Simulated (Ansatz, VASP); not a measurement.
**Sb (Antimony) in two plane-wave programs**

Wanted: the spread between two codes on one cell, functional and k mesh. The cell is taken from a series of runs on this material, whose earlier steps may have relaxed, scaled, displaced or heated it; both programs get it as it stands.

Method: plane waves, with VASP 6.6.1 beside it; zone-centre phonons at LDA, in Ansatz 0.2.0.

## Step 1: Starting point

The structure is trigonal, space group R-3m (No. 166). The conventional cell has a = 4.277 Å, b = 4.277 Å, c = 10.838 Å, α = 90.00°, β = 90.00°, γ = 120.00°. Sb has 6 Sb at 2.90 to 3.24 Å nearest.

## Step 2: VASP: zone-centre phonons, LDA

Second derivatives magnify differences that forces hide, and they need a tight electronic threshold.

Lines of VASP's logs that name or quote its potential files are left out, and so is its time.

File INCAR:

```
SYSTEM = Sb
PREC = Accurate
ENCUT = 500
EDIFF = 1E-08
NELM = 120
ISMEAR = 1
SIGMA = 0.2
LREAL = .FALSE.
ALGO = Normal
GGA = CA
NBANDS = 11
LORBIT = 11
LWAVE = .FALSE.
LCHARG = .FALSE.
ISIF = 2
IBRION = 8
LASPH = .TRUE.
GGA_COMPAT = .FALSE.
KPAR = 2
```

File POSCAR:

```
Sb
1.0
    2.1383421307      1.2345724048      3.6127118566
   -2.1383421307      1.2345724048      3.6127118566
    0.0000000000     -2.4691448096      3.6127118566
Sb
2
Direct
    0.2368422304      0.2368422304      0.2368422304
    0.7631577696      0.7631577696      0.7631577696
```

File KPOINTS:

```
Automatic mesh
0
Gamma
12 12 12
0 0 0
```

PAW data sets: Sb (LDA family, release 64).

Launch:

```console
mpirun -np 2 vasp_std
```

Numbers of over 12 decimals in the logs are rounded to 6 here.

The program printed:

```text
[banner, memory and clock lines left out]
running    2 mpi-ranks, on    1 nodes
 distrk:  each k-point on    1 cores,    2 groups
 distr:  one band on    1 cores,    1 groups

 POSCAR found type information on POSCAR Sb
 POSCAR found :  1 types and       2 ions
 LDA part: xc-table for (Slater(with rela. corr.)+CA(PZ))
 , standard interpolation
 POSCAR, INCAR and KPOINTS ok, starting setup
 FFT: planning ... GRIDC
 FFT: planning ... GRID_SOFT
 FFT: planning ... GRID
 WAVECAR not read
 entering main loop
       N       E                     dE             d eps       ncg     rms          rms(c)
DAV:   1     0.361041985841E+02    0.36104E+02   -0.34996E+03  4158   0.694E+02
DAV:   2    -0.767631300577E+01   -0.43781E+02   -0.42596E+02  5731   0.115E+02
DAV:   3    -0.963118359428E+01   -0.19549E+01   -0.19339E+01  5057   0.275E+01
DAV:   4    -0.964835201953E+01   -0.17168E-01   -0.17162E-01  4700   0.311E+00
DAV:   5    -0.964855312212E+01   -0.20110E-03   -0.20110E-03  4828   0.375E-01    0.332E+00
DAV:   6    -0.963249917320E+01    0.16054E-01   -0.34591E-03  4677   0.320E-01    0.198E+00
DAV:   7    -0.962352796702E+01    0.89712E-02   -0.74007E-03  4509   0.462E-01    0.544E-02
DAV:   8    -0.962353642698E+01   -0.84600E-05   -0.20629E-04  4686   0.103E-01    0.171E-02
DAV:   9    -0.962353990172E+01   -0.34747E-05   -0.13494E-05  4752   0.228E-02    0.652E-03
DAV:  10    -0.962353957373E+01    0.32799E-06   -0.15162E-06  4668   0.685E-03    0.985E-04
DAV:  11    -0.962353960141E+01   -0.27683E-07   -0.14342E-07  4743   0.230E-03    0.343E-04
DAV:  12    -0.962353960108E+01    0.32969E-09   -0.91081E-09  2787   0.530E-04
   1 F= -.96235396E+01 E0= -.96242363E+01  d E =0.209002E-02
 Linear response reoptimize wavefunctions to high precision
DAV:   1    -0.962353960127E+01   -0.18940E-09   -0.14437E-09  3595   0.262E-04
DAV:   2    -0.962353960129E+01   -0.15575E-10   -0.10223E-10  2382   0.790E-05
 Linear response DOF=           2
 Linear response progress:
  Degree of freedom:   1/  2
       N       E                     dE             d eps       ncg     rms          rms(c)
RMM:   1    -0.260882624105E-01   -0.26088E-01    0.20311E-02 38920   0.123E+00
RMM:   2    -0.256527669238E-01    0.43550E-03   -0.17750E-03 30085   0.256E-01    0.510E-02
RMM:   3    -0.256613529278E-01   -0.85860E-05   -0.52921E-05 31668   0.418E-02    0.300E-02
RMM:   4    -0.257232293299E-01   -0.61876E-04   -0.27203E-05 31798   0.208E-02    0.234E-03
RMM:   5    -0.257293480755E-01   -0.61187E-05   -0.23299E-06 32469   0.389E-03    0.106E-03
RMM:   6    -0.257307045358E-01   -0.13565E-05    0.19832E-07 30983   0.921E-04    0.312E-04
RMM:   7    -0.257298085026E-01    0.89603E-06    0.23605E-07 32956   0.231E-04    0.948E-05
RMM:   8    -0.257298140121E-01   -0.55095E-08    0.50566E-08 33639   0.482E-05    0.224E-05
 first order change of Fermi-energy  -0.17536E-04
 force on displaced ion       1 direction 1 :  -1.819   0.000   0.000
 Linear response progress:
  Degree of freedom:   2/  2
       N       E                     dE             d eps       ncg     rms          rms(c)
RMM:   1    -0.270053590051E-01   -0.27005E-01    0.13605E-02  8144   0.124E+00
RMM:   2    -0.256978830013E-01    0.13075E-02   -0.17625E-03  6504   0.265E-01    0.490E-02
RMM:   3    -0.256113010431E-01    0.86582E-04   -0.45223E-05  6895   0.452E-02    0.293E-02
RMM:   4    -0.255564475539E-01    0.54853E-04   -0.26134E-05  6729   0.249E-02    0.692E-03
RMM:   5    -0.255660385369E-01   -0.95910E-05   -0.81377E-07  6957   0.514E-03    0.235E-03
RMM:   6    -0.255678645911E-01   -0.18261E-05   -0.48712E-08  7022   0.104E-03    0.789E-04
RMM:   7    -0.255670355232E-01    0.82907E-06    0.12443E-08  7069   0.320E-04    0.184E-04
RMM:   8    -0.255670620240E-01   -0.26501E-07    0.42259E-09  7165   0.497E-05    0.260E-05
RMM:   9    -0.255670788398E-01   -0.16816E-07    0.76504E-10  7189   0.197E-05    0.151E-05
RMM:  10    -0.255670756401E-01    0.31997E-08    0.91306E-10  7245   0.720E-06    0.237E-06
 first order change of Fermi-energy  -0.68162E+00
 force on displaced ion       1 direction 3 :   0.000   0.000  -4.578
 Linear response finished
```

From OUTCAR (step 2):

```text
ion  position               nearest neighbor table
   1  0.237  0.237  0.237-   2 2.90   2 2.90   2 2.90   2 3.24   2 3.24   2 3.24
   2  0.763  0.763  0.763-   1 2.90   1 2.90   1 2.90   1 3.24   1 3.24   1 3.24

  LATTYP: Found a trigonal (rhomboedric) cell.
 ALAT       =     4.3758842591
 COS(alpha) =     0.5224127455

 Subroutine GETGRP returns: Found 12 space group operations
 (whereof 12 operations were pure point group operations)

The static configuration has the point symmetry D_3d.

 Found    189 irreducible k-points:

   k-points           NKPTS =    189   k-points in BZ     NKDIM =    189   number of bands    NBANDS=     11

   dimension x,y,z NGX =    32 NGY =   32 NGZ =   32
   dimension x,y,z NGXF=    64 NGYF=   64 NGZF=   64

   ENCUT  =  500.0 eV  36.75 Ry    6.06 a.u.   7.98  7.98  7.98*2*pi/ulx,y,z

   NELECT =      10.0000    total number of electrons

 k-points in reciprocal lattice and weights: Automatic mesh
   0.00000000  0.00000000  0.00000000       0.001
   0.08333333 -0.00000000  0.00000000       0.003
   0.16666667  0.00000000 -0.00000000       0.003
   0.25000000 -0.00000000  0.00000000       0.003
   0.33333333  0.00000000  0.00000000       0.003
   0.41666667  0.00000000  0.00000000       0.003
   0.50000000 -0.00000000  0.00000000       0.002
   0.08333333  0.08333333  0.00000000       0.003
   0.16666667  0.08333333  0.00000000       0.007
[...]
-0.41666667  0.50000000  0.41666667       0.003
   0.50000000  0.50000000  0.50000000       0.001

 average (electrostatic) potential at core
       1 -86.1217       2 -86.1217

  Total        0.4690149      0.4690149      0.4365816      0.0000000      0.0000000      0.0000000
  in kB       13.1316368     13.1316368     12.2235585      0.0000000      0.0000000      0.0000000
  external PRESSURE =      12.8289441 kB  Pullay stress =       0.0000000 kB

  energy-cutoff  :      500.00
  volume of cell :       57.22
      direct lattice vectors                 reciprocal lattice vectors
     2.138342131  1.234572405  3.612711857     0.233826006  0.134999508  0.092266792
    -2.138342131  1.234572405  3.612711857    -0.233826006  0.134999508  0.092266792
     0.000000000 -2.469144810  3.612711857     0.000000000 -0.269999015  0.092266792

 POSITION                                       TOTAL-FORCE (eV/Angst)
 -----------------------------------------------------------------------------------
      0.00000      0.00000      2.56693         0.000000      0.000000      0.065340
      0.00000      0.00000      8.27121         0.000000      0.000000     -0.065340
 -----------------------------------------------------------------------------------
    total drift:                                0.000000      0.000000     -0.000000

 Eigenvectors and eigenvalues of the dynamical matrix
 ----------------------------------------------------

   1 f  =    4.287259 THz    26.937645 2PiTHz  143.007581 cm-1    17.730672 meV
             X         Y         Z           dx          dy          dz
      0.000000  0.000000  2.566928    -0.000000    0.000000    0.707107
      0.000000  0.000000  8.271207     0.000000    0.000000   -0.707107

   2 f  =    2.702160 THz    16.978173 2PiTHz   90.134362 cm-1    11.175232 meV
             X         Y         Z           dx          dy          dz
      0.000000  0.000000  2.566928    -0.000000   -0.707107    0.000000
      0.000000  0.000000  8.271207    -0.000000    0.707107    0.000000

   3 f  =    2.702160 THz    16.978173 2PiTHz   90.134362 cm-1    11.175232 meV
             X         Y         Z           dx          dy          dz
      0.000000  0.000000  2.566928     0.707107    0.000000    0.000000
      0.000000  0.000000  8.271207    -0.707107   -0.000000    0.000000

   4 f  =    0.000000 THz     0.000000 2PiTHz    0.000001 cm-1     0.000000 meV
             X         Y         Z           dx          dy          dz
      0.000000  0.000000  2.566928     0.017992   -0.706878   -0.000000
      0.000000  0.000000  8.271207     0.017992   -0.706878    0.000000

   5 f  =    0.000000 THz     0.000000 2PiTHz    0.000000 cm-1     0.000000 meV
             X         Y         Z           dx          dy          dz
      0.000000  0.000000  2.566928    -0.000000    0.000000    0.707107
      0.000000  0.000000  8.271207     0.000000    0.000000    0.707107

   6 f/i=    0.000000 THz     0.000000 2PiTHz    0.000001 cm-1     0.000000 meV
             X         Y         Z           dx          dy          dz
      0.000000  0.000000  2.566928    -0.706878   -0.017992    0.000000
      0.000000  0.000000  8.271207    -0.706878   -0.017992    0.000000

 ELASTIC MODULI CONTR FROM IONIC RELAXATION (kBar)
 Direction    XX          YY          ZZ          XY          YZ          ZX
 --------------------------------------------------------------------------------
 XX        -104.2988    -87.3981   -143.3400      0.0000     37.2244     -0.0000
 YY         -87.3981   -104.2988   -143.3400      0.0000    -37.2244     -0.0000
 ZZ        -143.3400   -143.3400   -214.3628      0.0000     -0.0000     -0.0000
 XY           0.0000      0.0000      0.0000     -8.4504      0.0000     34.8350
 YZ          37.2244    -37.2244     -0.0000      0.0000   -163.9754     -0.0000
 ZX          -0.0000     -0.0000     -0.0000     34.8350     -0.0000   -143.6000
 --------------------------------------------------------------------------------
```

## Step 3: Ansatz: zone-centre phonons, LDA

Ansatz runs on its PAW soft_1 files.

The same cell, functional (in two slightly different forms), mesh and smearing now go to Ansatz, which takes its cutoff from its data sets.

File input.yaml:

```yaml
crystal:
  lattice:
    - [2.1383421307, 1.2345724048, 3.6127118566]
    - [-2.1383421307, 1.2345724048, 3.6127118566]
    - [0.0, -2.4691448096, 3.6127118566]
  atoms:
    - { symbol: Sb, position: [0.2368422304, 0.2368422304, 0.2368422304] }
    - { symbol: Sb, position: [0.7631577696, 0.7631577696, 0.7631577696] }
kpoints:
  mp_grid: { grid: [12, 12, 12] }
hamiltonian:
  xc: lda
  pseudopotentials: { kind: paw, azcp: { folder: soft_1 }, xc_functional: pbe }
scf:
  occupations: { method: methfessel_paxton, width: 0.2 }
output:
  eigenvalues: true
phonons:
  method: dfpt
```

Launch:

```console
ansatz run input.yaml --threads 4 --pin off --max-ram 10240MiB --backend cpu --events-out ev --progress --plain --runs-dir out
```

The program printed:

```text
Engine: ansatz 0.2.0, x86_64-unknown-linux-gnu
Pseudopotentials: kind: paw
Pseudopotential: Sb, paw, valence charge 15, recommended cutoff 420 eV (normal), soft_1/Sb.paw.azcp
Functional definition: SPW92
  exchange = slater_x
  correlation = pw_c
Crystal: 2 atoms, lattice volume = 57.224 Å³
Basis set: ecut = 420 eV, 1123 PW (Γ), exchange–correlation on 60×60×60 points (8 copies of the dense FFT grid, shifted against one another)
Bands: 19, of which v1, the nominal top of the filled ones, is band 15 counted from 1 (14 counted from 0)
Symmetry: 12 space group operations
k-points: 476 of 1728 (irreducible under 2 space group operations, time reversal used)
Non-local potential: Sb, projectors of the file, l = 0: 2, l = 1: 2, l = 2: 2, l = 3: 1
PAW form: soft (Blöchl's): semilocal exchange-correlation on the pseudo side does not see the compensation charge
PAW frozen core: Sb, regenerated for the run's functional, and the local potential with it (the file was generated under x = pbe(κ = 0.804, μ = 0.219515), c = pbe(β = 0.066725))
PAW one-centre angular grid: Sb, 590 points (default); XC on 64 Gauss nodes
Initial density: superposition of atomic densities (chi_scale 0.1, normalization cell)
Initial wavefunctions: pseudopotential atomic-orbital guess
Functional: x = slater, c = lda
SCF iter   1: F=—  HF=-12671.790958 eV  |F-HF|=—  |Δ(HF+E_count)|=         —  Δρ=1.51e-2  dr2=1.06e-1  ethr=3.10e-3  ⟨swp⟩=6.0  Hψ=48119  notcnv=0
preconditioner: auto → none  [insulator: Δε(μ)=0.137 eV  Ē_g=8.931 eV  σ=0.200 eV  W_gap=0.54  n_scr=14 (ndim 8)  ℏωp=15.5 eV  f_vac=0.000  D(μ)=0.20/eV (n_scr^D=0)  ε∞_Penn≈4.0]
SCF iter   2: F=—  HF=-12671.767870 eV  |F-HF|=—  |Δ(HF+E_count)|=   2.31e-2  S|Δr|=    0.00e0  Δρ=6.85e-3  dr2=2.13e-2  ethr=3.54e-4  ⟨swp⟩=1.1  Hψ=12948  notcnv=0
SCF iter   3: F=—  HF=-12671.764426 eV  |F-HF|=—  |Δ(HF+E_count)|=   3.44e-3  S|Δr|=    0.00e0  Δρ=4.92e-4  dr2=1.21e-4  ethr=7.09e-5  ⟨swp⟩=1.5  Hψ=10126  notcnv=0
SCF iter   4: F=—  HF=-12671.764438 eV  |F-HF|=—  |Δ(HF+E_count)|=   1.22e-5  S|Δr|=    0.00e0  Δρ=2.04e-4  dr2=1.71e-5  ethr=4.04e-7  ⟨swp⟩=2.1  Hψ=16251  notcnv=0
SCF iter   5: F=—  HF=-12671.764433 eV  |F-HF|=—  |Δ(HF+E_count)|=   4.49e-6  S|Δr|=    0.00e0  Δρ=5.11e-5  dr2=1.65e-6  ethr=5.72e-8  ⟨swp⟩=2.0  Hψ=16192  notcnv=0
SCF iter   6: F=—  HF=-12671.764433 eV  |F-HF|=—  |Δ(HF+E_count)|=   1.54e-8  S|Δr|=    0.00e0  Δρ=8.16e-6  dr2=2.13e-8  ethr=5.50e-9  ⟨swp⟩=2.0  Hψ=16228  notcnv=0
SCF iter   7: F=—  HF=-12671.764433 eV  |F-HF|=—  |Δ(HF+E_count)|=   5.77e-9  S|Δr|=    0.00e0  Δρ=1.30e-6  dr2=5.10e-10  ethr=7.10e-11  ⟨swp⟩=3.0  Hψ=16408  notcnv=0
SCF iter   8: F=-12671.764433 eV  HF=-12671.764433 eV  |F-HF|=5.46e-12  |Δ(HF+E_count)|=  1.35e-10  S|Δr|=    0.00e0  Δρ=8.44e-8  dr2=2.19e-12  ethr=1.00e-12  ⟨swp⟩=5.0  Hψ=47098  notcnv=0
SCF 1 converged in 8 iterations: F = -12671.764433 eV  dr2 = 2.19e-12
  greatest PAW one-centre occupation: 0.997 electrons in one spin orbital (limit 2), on the Sb atom at site 1 (counted from 0), in its partial waves of l = 2
DFPT response loops at Γ: preconditioner auto → Kerker (q_TF=auto, 2.450 Å⁻¹) (partly filled bands, converged f_vac=0.000); β = 1.00, the filter's whole step (`scf.mixing.beta` (0.50) is not read by the response loops under this deck's `scf.mixing.preconditioner`; to damp them name `kerker` or `kerker_dos`, under which they read `scf.mixing.beta`, and type it under 1.00, their step now; both keys bind the ground state too); Broyden in place of MSR1
SCF converged after 8 iterations
Stability not checked: this state was not tested for a lower state beside it, because cold or Methfessel-Paxton smearing, or corrected tetrahedra, fill the levels in a way that the test cannot read (fill_not_monotonic; see scf.lower_state_search)
Free energy (F): -12671.764433 eV
Harris-Foulkes:  -12671.764433 eV  (|F-HF|=5.46e-12)
Internal energy: -12671.766575 eV  (E = F + TS)
E sigma→0 (E₀):  -12671.764969 eV
Entropy (-TS):   0.002142 eV (1.071 meV/atom)
Fermi energy:    10.736460 eV
--- Per-component energies (eV) ---
  E_band       = -316.702206
  E_kinetic    = 329.379315
  E_local      = -3081.479872  (includes V_loc(G=0)·N_el)
  E_nonlocal   = 787.753435
  E_hartree    = 1275.044161
  E_xc         = -198.333326
  E_vxc        = -184.047796  (∫ρ·V_xc dr)
  E_paw        = -8789.766127  (= ΣΔE_a)
  E_vpaw       = -718.395908  (= ΣTr[D̂ρ^β])
  E_aug_tail   = 0.000247  (compensation charges beyond the density's cutoff)
  E_ewald      = -2995.482031
  E_core_change = 1.117622  (= ΣΔE_core)
  E_smearing   = 0.002142  (= −TS)
  E_closure    = 0.000000  (closes the sum)
  Σ components = -12671.764433   (vs F -12671.764433, Δ=0.00e0)
--- Band table (eV; the first three rows and the last of 476) ---
  k-point 0: bands = [... 11 lower, 6.1339, 8.7756, 8.8834, 8.8834, 13.2464, 13.6918, 13.6918, 15.7785]
  k-point 1: bands = [... 11 lower, 5.7114, 8.7957, 8.8783, 9.1108, 13.1269, 13.4446, 13.4594, 15.4808]
  k-point 2: bands = [... 11 lower, 4.7751, 8.8218, 8.8725, 9.5235, 12.7037, 12.8428, 12.9054, 15.3486]
  k-point 475: bands = [... 11 lower, 1.3533, 9.4999, 9.4999, 10.3378, 10.6301, 10.6301, 11.6685, 18.3141]
--- Phonons (Γ-DFPT): 2 representative perturbations + reference, on 476 of 1728 k-points (Σ response iterations 6) ---
  k mesh reduced under 2 symmetry operations, with k and −k counted as one. Each operation leaves every solved perturbation unchanged. A smaller set is not used because it would not reduce the number of displacements times k-points to solve
  ASR residual: 1.016e-5 → 0.000e0 eV/Å²; symmetrization residual: 1.313e-5 eV/Å²
  ASR residual per site (eV/Å²): 1.02e-5 1.02e-5
  Γ frequencies (cm⁻¹): 0.00 0.00 0.00 85.08 85.08 139.76
  non-analytic LO–TO correction: not included (Born effective charges unavailable; polar crystals: no LO–TO splitting at Γ)
```

## Step 4: Differences

Known differences besides the potentials themselves: the two LDA forms differ slightly; the data sets hold 30 valence electrons in Ansatz (on its PAW soft_1 files) and 10 in VASP; the cutoff is 420 eV in Ansatz and 500 eV in VASP; VASP's log shows a relativistic correction to its local exchange, Ansatz's none. Total energies have different zeros and are not compared.

The two programs side by side:

| quantity | Ansatz | VASP | difference |
| --- | --- | --- | --- |
| optical mode 1 to 2 (cm⁻¹) | 85.1 | 90.1 | -5.61 % |
| optical mode 3 (cm⁻¹) | 139.8 | 143.0 | -2.27 % |

Modes are paired by rising frequency, not by their patterns, so a pair may set unlike modes beside each other; they are those without the splitting of longitudinal modes.

## Step 5: Outcome

| Item | Value |
| --- | --- |
| r.m.s. difference of the optical zone-centre modes, each program's sorted by frequency (zone-centre phonons, LDA) | 4.5 cm⁻¹ |
| difference in optical mode 1 to 2 (zone-centre phonons, LDA) | -5.6 % |

**Reading.** The r.m.s. difference of the optical zone-centre modes, each program's sorted by frequency is 4.5 cm⁻¹ (zone-centre phonons, LDA). The data sets hold unlike numbers of valence electrons (30 in Ansatz and 10 in VASP), so part of the differences comes from the potentials. Among the rows given in per cent, the largest difference of the zone-centre phonons, LDA pair is in optical mode 1 to 2, -5.6 %. How closely two codes agree says nothing of how well the functional describes the real material.

[Lines on the potential files, build, host, timing and source positions are cut from VASP's logs without a mark.]

[Logs are printed without paths, hosts, clocks, repeated set-up lines and the standing remarks that a program may print on its own settings, such as how far it seeks lower states.]

[Hosts, paths, dates, database ids (printed as entryN), source tags and the programs' standing remarks are cut or masked in the printed files.]
